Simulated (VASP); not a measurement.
Data:

```yaml
crystal:
  lattice:
    - [0.00000, 1.76000, 1.76000]
    - [1.76000, 0.00000, 1.76000]
    - [1.76000, 1.76000, 0.00000]
  atoms:
    - { symbol: Ni, position: [0.00000, 0.00000, 0.00000], spin: 0.8 }
```

Method: PBE GGA, VASP's PBE PAW potentials (set 64) (plane waves; VASP 6.6.1). Run with PREC = Single, 400 eV cut-off, 16×16×16 Γ-centred mesh, first-order Methfessel-Paxton smearing of 0.10 eV, potentials Ni.

Task: What does the run give for the cell moment, energy per atom (σ→0), pressure, band gap (on the k-mesh) with the smallest direct gap where there is one?

Result: 
The band gap (on the k-mesh) comes out as none (metal, semimetal or under 0.01 eV) and the cell moment is 0.59 μB. The energy per atom (σ→0) is -5.472 eV/atom. The pressure comes out as -1.11 GPa.

Task: Give the moment on each site (PAW-sphere projection).

Result: 
```
site  moment (μB)
----  -----------
Ni1          0.61
```

The absolute energy has meaning only against runs of the same code, potentials and settings.

The compound is Ni in the fcc structure. The cell was not relaxed at this level. The run is one of a series of settings (PREC = Single against the base run), some of them coarse on purpose.
